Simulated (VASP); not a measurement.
Input:

```yaml
crystal:
  lattice:
    - [4.64222, 0.00000, 0.00000]
    - [0.00000, 4.64222, 0.00000]
    - [0.00000, 0.00000, 4.64222]
  atoms:
    - { symbol: V, position: [0.25000, 0.00000, 0.50000] }
    - { symbol: V, position: [0.50000, 0.25000, 0.00000] }
    - { symbol: V, position: [0.50000, 0.75000, 0.00000] }
    - { symbol: V, position: [0.75000, 0.00000, 0.50000] }
    - { symbol: V, position: [0.00000, 0.50000, 0.75000] }
    - { symbol: V, position: [0.00000, 0.50000, 0.25000] }
    - { symbol: Si, position: [0.50000, 0.50000, 0.50000] }
    - { symbol: Si, position: [0.00000, 0.00000, 0.00000] }
```

Level of theory: PBEsol GGA, VASP's PBE PAW potentials (set 64) (plane waves; VASP). Numerical set-up: 400 eV cut-off, 8×8×8 Γ-centred mesh, tetrahedra with Blöchl corrections, potentials V_sv Si.

### Question
Estimate the energy per atom (σ→0), band gap (on the k-mesh) with the smallest direct gap where there is one.

### Answer

```yaml
band gap (on the k-mesh): none (metal, semimetal or under 0.01 eV)
energy per atom (σ→0): -9.176 eV/atom
```

The compound is V3Si in the A15 structure. It was relaxed first. The run is not spin-polarised, so no magnetic state was tried.
